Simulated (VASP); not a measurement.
Calculation: MS2 meta-GGA, VASP's PBE PAW potentials (set 64) (plane waves; VASP 6.6.1).

VASP ran on this input.

INCAR:
```
ALGO=Normal
LCHARG=.FALSE.
PREC=Accurate
LORBIT=11   ! lm-projected
ENCUT=520
LASPH=.TRUE.
LEFG=.TRUE.
ISIF=2   ! forces and stress, cell fixed
METAGGA=MS2
EDIFF=1E-7   ! SCF stop (eV)
LMIXTAU=.TRUE.
ISMEAR=-5   ! tetrahedra, Bloechl
NELM=100   ! most electronic steps
LREAL=.FALSE.   ! projection in real space or not
SYSTEM=SiC
LWAVE=.FALSE.
NEDOS=601   ! DOS grid
```

**POSCAR**
```
SiC
1.0
  1.5361325514  -2.6606593844   0.0000000000
  1.5361325514   2.6606593844   0.0000000000
  0.0000000000   0.0000000000   5.0445579606
Si C
2 2
Direct
  0.6666670000   0.3333330000   0.4996080215
  0.3333330000   0.6666670000   0.9996080215
  0.6666670000   0.3333330000   0.8753919785
  0.3333330000   0.6666670000   0.3753919785
```

### KPOINTS
```
Regular mesh
0
gamma
9 9 5
0 0 0
```

**KPOINTS_OPT**
```
k-points along high-symmetry lines
6
Line-mode
Reciprocal
  0.000000   0.000000   0.000000 ! GAMMA
  0.000000   0.500000   0.000000 ! M

  0.000000   0.500000   0.000000 ! M
 -0.333333   0.666667   0.000000 ! K

 -0.333333   0.666667   0.000000 ! K
  0.000000   0.000000   0.000000 ! GAMMA

  0.000000   0.000000   0.000000 ! GAMMA
  0.000000   0.000000   0.500000 ! A

  0.000000   0.000000   0.500000 ! A
  0.000000   0.500000   0.500000 ! L

  0.000000   0.500000   0.500000 ! L
 -0.333333   0.666667   0.500000 ! H

 -0.333333   0.666667   0.500000 ! H
  0.000000   0.000000   0.500000 ! A

  0.000000   0.500000   0.500000 ! L
  0.000000   0.500000   0.000000 ! M

 -0.333333   0.666667   0.500000 ! H
 -0.333333   0.666667   0.000000 ! K
```

POTCAR, in this order: Si C (PBE.64 set). Program: vasp_std.

What VASP printed:

### OUTCAR
```
 ion  position               nearest neighbor table
   1  0.667  0.333  0.500-   4 1.88   4 1.88   4 1.88   3 1.90   2 3.08   2 3.08   2 3.08   2 3.08
                             2 3.08   2 3.08
   2  0.333  0.667  1.000-   3 1.88   3 1.88   3 1.88   4 1.90   1 3.08   1 3.08   1 3.08   1 3.08
                             1 3.08   1 3.08
   3  0.667  0.333  0.875-   2 1.88   2 1.88   2 1.88   1 1.90
   4  0.333  0.667  0.375-   1 1.88   1 1.88   1 1.88   2 1.90
  LATTYP: Found a hexagonal cell.
 ALAT       =     3.0722648934
 C/A-ratio  =     1.6419671271
 Subroutine PRICEL returns:
 Original cell was already a primitive cell.
 Subroutine GETGRP returns: Found 12 space group operations
The static configuration has the point symmetry C_3v.
 The point group associated with its full space group is C_6v.
The dynamic configuration has the point symmetry C_3v.
 Subroutine INISYM returns: Found 12 space group operations
 Subroutine IBZKPT returns following result:
 Found     36 irreducible k-points:

 Following reciprocal coordinates:
            Coordinates               Weight
  0.000000  0.000000  0.000000      1.000000
  0.111111  0.000000  0.000000      6.000000
  0.222222 -0.000000  0.000000      6.000000
  0.333333  0.000000  0.000000      6.000000
  0.444444 -0.000000  0.000000      6.000000
  0.111111  0.111111  0.000000      6.000000
  0.222222  0.111111  0.000000     12.000000
  0.333333  0.111111  0.000000     12.000000
  0.444444  0.111111  0.000000      6.000000
  0.222222  0.222222  0.000000      6.000000
  0.333333  0.222222  0.000000     12.000000
  0.333333  0.333333  0.000000      2.000000
  0.000000  0.000000  0.200000      2.000000
  0.111111  0.000000  0.200000     12.000000
  0.222222 -0.000000  0.200000     12.000000
  0.333333  0.000000  0.200000     12.000000
  0.444444 -0.000000  0.200000     12.000000
  0.111111  0.111111  0.200000     12.000000
...
```

### OSZICAR
```
       N       E                     dE             d eps       ncg     rms          rms(c)
DAV:   1     0.114543870558E+01    0.11454E+01   -0.70127E+03   864   0.112E+03
DAV:   2    -0.608443429036E+02   -0.61990E+02   -0.57826E+02  1268   0.178E+02
DAV:   3    -0.633836188691E+02   -0.25393E+01   -0.25299E+01  1124   0.360E+01
DAV:   4    -0.634036574226E+02   -0.20039E-01   -0.20032E-01  1052   0.369E+00
DAV:   5    -0.634038865154E+02   -0.22909E-03   -0.22907E-03  1116   0.390E-01    0.154E+01
DAV:   6    -0.422561775910E+02    0.21148E+02   -0.17527E+01   992   0.324E+01    0.721E+00
DAV:   7    -0.419053098532E+02    0.35087E+00   -0.31484E+00   864   0.211E+01    0.340E+00
DAV:   8    -0.424976973775E+02   -0.59239E+00   -0.11304E+00  1020   0.109E+01    0.155E+00
DAV:   9    -0.423900098887E+02    0.10769E+00   -0.29521E-01   888   0.722E+00    0.647E-01
DAV:  10    -0.425061151452E+02   -0.11611E+00   -0.36192E-01   864   0.756E+00    0.276E-01
DAV:  11    -0.425389812462E+02   -0.32866E-01   -0.35247E-02   936   0.212E+00    0.122E-01
DAV:  12    -0.425413265948E+02   -0.23453E-02   -0.59691E-03  1056   0.901E-01    0.561E-02
DAV:  13    -0.425412041068E+02    0.12249E-03   -0.12931E-03  1064   0.403E-01    0.470E-02
DAV:  14    -0.425417510171E+02   -0.54691E-03   -0.50461E-04   920   0.358E-01    0.196E-02
DAV:  15    -0.425417575293E+02   -0.65122E-05   -0.11361E-04   944   0.139E-01    0.112E-02
DAV:  16    -0.425417821604E+02   -0.24631E-04   -0.10168E-05   968   0.428E-02    0.512E-03
DAV:  17    -0.425417699961E+02    0.12164E-04   -0.19299E-06  1016   0.218E-02    0.300E-03
DAV:  18    -0.425417696448E+02    0.35130E-06   -0.30397E-06   952   0.237E-02    0.943E-04
DAV:  19    -0.425417689651E+02    0.67967E-06   -0.33986E-08   744   0.253E-03    0.668E-04
DAV:  20    -0.425417696221E+02   -0.65699E-06   -0.77771E-08   556   0.347E-03    0.336E-04
DAV:  21    -0.425417680309E+02    0.15912E-05   -0.20058E-08   532   0.226E-03    0.382E-05
DAV:  22    -0.425417683169E+02   -0.28602E-06   -0.14921E-09   520   0.492E-04    0.512E-05
DAV:  23    -0.425417683642E+02   -0.47271E-07   -0.16403E-10   504   0.154E-04
   1 F= -.42541768E+02 E0= -.42541768E+02  d E =0.000000E+00
       N       E                     dE             ncg
       N       E                     dE             ncg
```

**OUTCAR**
```
------------------------ aborting loop because EDIFF is reached ----------------------------------------
  FORCE on cell =-STRESS in cart. coord.  units (eV):
  Direction    XX          YY          ZZ          XY          YZ          ZX
  --------------------------------------------------------------------------------------
  Total        0.0062441      0.0062441     -0.0000139     -0.0000000     -0.0000000      0.0000000
  in kB        0.2426100      0.2426099     -0.0005400     -0.0000000     -0.0000000      0.0000000
  external PRESSURE =       0.1615600 kB  Pullay stress =       0.0000000 kB
  volume of cell :       41.24
      direct lattice vectors                 reciprocal lattice vectors
     1.536132551 -2.660659384  0.000000000     0.325492744 -0.187923341  0.000000000
     1.536132551  2.660659384  0.000000000     0.325492744  0.187923341  0.000000000
     0.000000000  0.000000000  5.044557961     0.000000000  0.000000000  0.198233425
  FREE ENERGIE OF THE ION-ELECTRON SYSTEM (eV)
  ---------------------------------------------------
  free  energy   TOTEN  =       -42.5417683642 eV

  energy  without entropy=      -42.5417683642  energy(sigma->0) =      -42.54176836

 total charge

# of ion       s       p       d       tot
------------------------------------------
    1        0.711   0.985   0.000   1.696
    2        0.711   0.985   0.000   1.696
    3        0.843   1.713   0.000   2.556
    4        0.843   1.713   0.000   2.556
--------------------------------------------------
tot          3.107   5.396   0.000   8.504

 Electric field gradients after diagonalization (V/A^2)
 (convention: |V_zz| > |V_xx| > |V_yy|)
----------------------------------------------------------------------
 ion       V_xx      V_yy      V_zz     asymmetry (V_yy - V_xx)/ V_zz
----------------------------------------------------------------------
   1      -1.635    -1.634     3.269       0.000
   2      -1.635    -1.634     3.269       0.000
   3      -1.161    -1.160     2.321       0.000
   4      -1.161    -1.161     2.321       0.000
```
(Selected blocks of OUTCAR.)

The compound is SiC in the wurtzite structure, the rare 2H polytype. It was relaxed first.
